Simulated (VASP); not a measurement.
HfIn4SiO6:

```
Hf In Si O
1.0
     2.71585   -4.70357    0.00833
     2.71585    4.70357    0.00833
    -1.87915    0.00000    7.40127
Hf In Si O
1 4 1 6
Direct
  0.78835 0.21165 0.00000
  0.62175 0.37825 0.50000
  0.45502 0.54498 0.00000
  0.28407 0.71593 0.50000
  0.95814 0.04186 0.50000
  0.12168 0.87832 0.00000
  0.06219 0.11415 0.86666
  0.88585 0.93781 0.13334
  0.79490 0.53784 0.86663
  0.46216 0.20510 0.13337
  0.15352 0.62879 0.13333
  0.37121 0.84648 0.86667
```

The cell was built by a generator and needn't be a form met in nature.

* Program: VASP 6.6.1
* Task: relaxation of cell and atoms
* Functional: PBE
* Dispersion: D2
* Potentials or basis: VASP PAW PBE potentials, release 64 (Hf_pv, In_d, Si, O)
* Cutoff: 600 eV
* k mesh: 6 × 6 × 4
* Occupations: fermi-dirac, width 0.05 eV
* Spin: no spin polarisation

At the start: pressure -3.1 GPa; volume 15.77 Å³/atom.

Task: How do energy, volume and symmetry change on relaxing?

Result: Over 14 steps the energy falls by 27.9 meV/atom and the volume is 14.77 Å³/atom (-6.3 %); space group C2 (No. 5, to 0.05 Å).

The path:
```csv
step,energy change (eV),largest force (eV/Å),pressure (GPa),volume (Å³)
1,0.0000,0.1384,-3.08,189.24
2,-0.1791,0.5900,1.09,180.99
3,-0.1819,0.6743,1.71,179.98
4,-0.3020,0.4119,0.71,178.41
5,-0.3174,0.2758,0.37,177.53
6,-0.3175,0.2852,0.40,177.59
7,-0.3304,0.0872,-0.50,178.41
8,-0.3305,0.0796,-0.60,178.51
9,-0.3338,0.0533,-0.03,177.55
10,-0.3339,0.0504,0.06,177.42
11,-0.3346,0.0291,0.01,177.38
12,-0.3349,0.0177,-0.04,177.33
13,-0.3350,0.0100,0.05,177.23
14,-0.3350,0.0098,0.04,177.24
```

Final structure:
```
Hf In Si O
1.0
     2.72873   -4.70707    0.00566
     2.72873    4.70707    0.00566
    -1.89334    0.00000    6.89560
Hf In Si O
1 4 1 6
Direct
  0.78823 0.21177 0.00000
  0.62161 0.37839 0.50000
  0.45504 0.54496 0.00000
  0.28458 0.71542 0.50000
  0.95772 0.04228 0.50000
  0.12165 0.87835 0.00000
  0.05795 0.11031 0.86023
  0.88969 0.94205 0.13977
  0.79421 0.53560 0.86004
  0.46440 0.20579 0.13996
  0.15494 0.63117 0.13980
  0.36883 0.84506 0.86020
```

Caveat: atom-pairwise D2, TS and ULG terms overbind metals; pairwise dispersion overbinds metals, which lowers pressure and volume.
